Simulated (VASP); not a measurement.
Set up this calculation in VASP 6.6.1, as the native input.

```yaml
Task: relaxation of cell and atoms
Functional: r2SCAN
Dispersion: rVV10
Potentials_or_basis: VASP PAW PBE potentials, release 64 (Si, C)
Cutoff: 520 eV
k_mesh: 12 × 12 × 12
Occupations: gaussian, width 0.02 eV
Spin: no spin polarisation
Further_INCAR_settings: ALGO = Normal; EDIFF = 1e-07; IBRION = 2; EDIFFG = -0.002; NSW = 80; ISIF = 3
```

The structure of SiC lies in POSCAR:

```
SiC                                     
1.0
    0.0000000000      2.1756948543      2.1756948543
    2.1756948543     -0.0000000000      2.1756948543
    2.1756948543      2.1756948543      0.0000000000
  Si              C             
     1     1
Direct
     0.0000000000000000    0.0000000000000000    0.0000000000000000
     0.2500000000000000    0.2500000000000000    0.2500000000000000
```

These files were run (other wordings do the same):

INCAR

```
SYSTEM = SiC
PREC     = Accurate       ! precision mode
ENCUT    = 520            ! plane-wave cutoff, eV
EDIFF    = 1E-7           ! SCF threshold, eV
ISMEAR   = 0              ! smearing method
SIGMA    = 0.02           ! smearing width, eV
LREAL    = .FALSE.        ! projectors in reciprocal space
LASPH    = .TRUE.         ! aspherical terms in the spheres
NELM     = 80             ! most SCF steps
ALGO     = Normal         ! electronic algorithm
ISIF     = 3              ! what is computed and relaxed
LWAVE    = .FALSE.        ! write WAVECAR
LCHARG   = .FALSE.        ! write CHGCAR
METAGGA  = R2SCAN         ! meta-GGA
LMIXTAU  = .TRUE.       
LUSE_VDW = .TRUE.       
IVDW_NL  = 2            
BPARAM   = 11.95        
CPARAM   = 0.0093       
IBRION   = 2              ! ionic algorithm
NSW      = 80             ! ionic steps
EDIFFG   = -0.002         ! ionic threshold
```

KPOINTS

```
Automatic mesh
0
G
  12 12 12
  0 0 0
```

Potentials or basis: VASP PAW PBE potentials, release 64 (Si, C).

Run with:

```console
$ cat potpaw_PBE.64/Si/POTCAR potpaw_PBE.64/C/POTCAR > POTCAR
$ mpirun -np 1 vasp_std > vasp.out
```

Results of the run:

```json
{
 "Pressure after relaxing": "0.0 GPa",
 "Band gap on the k mesh": "1.69 eV, indirect (least direct gap 5.04 eV)"
}
```

Caveat: the relaxation stopped at its first step, so nothing moved; the PAW data sets were made with another functional, which shifts forces and pressure a little.

Wall time 2.4 min on 1 thread of AMD EPYC 7R43 64-Core Processor (Zen 3) (shared host), peak memory 0.18 GiB.
